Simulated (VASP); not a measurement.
Fe:

```xyz
1
Lattice="-1.4430 1.4430 1.4430 1.4430 -1.4430 1.4430 1.4430 1.4430 -1.4430" Properties=species:S:1:pos:R:3 pbc="T T T"
Fe    0.0000    0.0000    0.0000
```

```yaml
Program: VASP 6.6.1
Task: relaxation of cell and atoms
Functional: PBE
Potentials_or_basis: VASP PAW PBE potentials, release 64 (Fe)
Cutoff: 520 eV
k_mesh: 20 × 20 × 20
Occupations: gaussian, width 0.1 eV
Spin: no spin polarisation
```

At the start: pressure -26.7 GPa; volume 12.02 Å³/atom.

Where does the relaxation end?

Over 7 steps the energy falls by 147.2 meV/atom and the volume is 10.47 Å³/atom (-12.9 %); space group Im-3m (No. 229, to 0.05 Å).

The path:
| step | energy change (eV) | largest force (eV/Å) | pressure (GPa) | volume (Å³) |
| --- | --- | --- | --- | --- |
| 1 | 0.0000 | 0.0000 | -26.69 | 12.02 |
| 2 | 0.1351 | 0.0000 | 65.79 | 8.86 |
| 3 | -0.1469 | 0.0000 | -1.41 | 10.53 |
| 4 | -0.1472 | 0.0000 | -0.32 | 10.48 |
| 5 | -0.1472 | 0.0000 | 0.43 | 10.45 |
| 6 | -0.1471 | 0.0000 | -0.54 | 10.49 |
| 7 | -0.1472 | 0.0000 | 0.03 | 10.47 |

Final structure:
```
CELL_PARAMETERS angstrom
-1.37813 1.37813 1.37813
1.37813 -1.37813 1.37813
1.37813 1.37813 -1.37813
ATOMIC_POSITIONS crystal
Fe 0.00000 0.00000 0.00000
```

Caveat: the volume moved by -13 % from the deposited cell, more than functionals usually miss; the run has no spin polarisation, though such a crystal can be magnetic.
